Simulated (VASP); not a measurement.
Given:

```yaml
crystal:
  lattice:
    - [-2.57925, 2.57925, 2.57925]
    - [2.57925, -2.57925, 2.57925]
    - [2.57925, 2.57925, -2.57925]
  atoms:
    - { symbol: K, position: [0.00000, 0.00000, 0.00000] }
```

Calculation: optB88-vdW, VASP's PBE PAW potentials (set 64) (plane waves; VASP). Settings: 520 eV cut-off, 9×9×9 Γ-centred mesh, first-order Methfessel-Paxton smearing of 0.10 eV, potentials K_sv.

Task: Estimate the energy per atom (σ→0), band gap (on the k-mesh) with the smallest direct gap where there is one.

Result: 
| Property | Result |
|---|---|
| band gap (on the k-mesh) | none (metal, semimetal or under 0.01 eV) |
| energy per atom (σ→0) | 1.210 eV/atom |

The compound is K in the bcc structure. It was relaxed first, which changed the volume by -7 %. The start is the result of an earlier pass.
